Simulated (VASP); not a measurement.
Given:

```
CELL_PARAMETERS angstrom
      1.35307    -2.34359     0.00000
      1.35307     2.34359     0.00000
      0.00000     0.00000     4.92069
ATOMIC_POSITIONS crystal
  Zn 0.33333 0.66667 0.25000
  Zn 0.66667 0.33333 0.75000
```

Level of theory: revPBE GGA, VASP's PBE PAW potentials (set 64) (plane waves; VASP). Numerical set-up: 520 eV cut-off, 17×17×8 Γ-centred mesh, tetrahedra with Blöchl corrections, potentials Zn.

Problem. Tabulate the total density of states (states/eV per cell) against energy (eV; zero at the valence-band maximum or, without a gap, the Fermi level).

Solution. 
```
E (eV) | DOS (states/eV)
    -9.90 |  0.10
    -9.34 |  0.20
    -8.79 | # 0.35
    -8.23 | ######### 5.67
    -7.68 | ################### 11.9
    -7.13 | ############################## 18.9
    -6.57 | # 0.50
    -6.02 | # 0.43
    -5.46 | # 0.43
    -4.91 | # 0.45
    -4.36 | # 0.47
    -3.80 | # 0.50
    -3.25 | # 0.54
    -2.69 | # 0.56
    -2.14 | # 0.55
    -1.58 | # 0.65
    -1.03 | # 0.57
    -0.47 | # 0.52
     0.08 | # 0.41
     0.63 | # 0.48
     1.19 | # 0.69
     1.74 | # 0.81
     2.30 | # 0.74
     2.85 | # 0.75
     3.40 | # 0.92
```
Within 2 eV below the Fermi level the largest weight inside VASP's projection spheres is Zn p, then Zn s.

The compound is Zn in the hcp structure. It was relaxed first.
